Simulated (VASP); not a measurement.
Here is the system:

```
CELL_PARAMETERS angstrom
      0.00000     2.73182     2.73182
      2.73182     0.00000     2.73182
      2.73182     2.73182     0.00000
ATOMIC_POSITIONS crystal
  Ce 0.00000 0.00000 0.00000
  O  0.25000 0.25000 0.25000
  O  0.75000 0.75000 0.75000
```

Computed with PBE GGA, VASP's PBE PAW potentials (set 64) (plane waves; VASP 6.6.1). Numerical set-up: 600 eV cut-off, 6×6×6 Γ-centred mesh, Gaussian smearing of 0.050 eV, potentials Ce O.

Energy and stress use the plane-wave basis of the starting cell.

The ions, cell shape and volume at an external pressure of 20.0 GPa are relaxed. What does this cell relax into?

```
CELL_PARAMETERS angstrom
      0.00000     2.64763     2.64763
      2.64763     0.00000     2.64763
      2.64763     2.64763     0.00000
ATOMIC_POSITIONS crystal
  Ce 0.00000 0.00000 0.00000
  O  0.25000 0.25000 0.25000
  O  0.75000 0.75000 0.75000
```
Space group Fm-3m (225), at a tolerance of 0.03 Å.

How do energy and volume change from the first to the last step?

The energy (σ→0) changes by +69.6 meV/atom and the volume by -9.0 %, in 7 ionic steps.

The compound is CeO2 in the fluorite structure. This run relaxes it under an external pressure of 20 GPa. Symmetry was kept, so distortions that lower it aren't found. The run is not spin-polarised, so no magnetic state was tried.
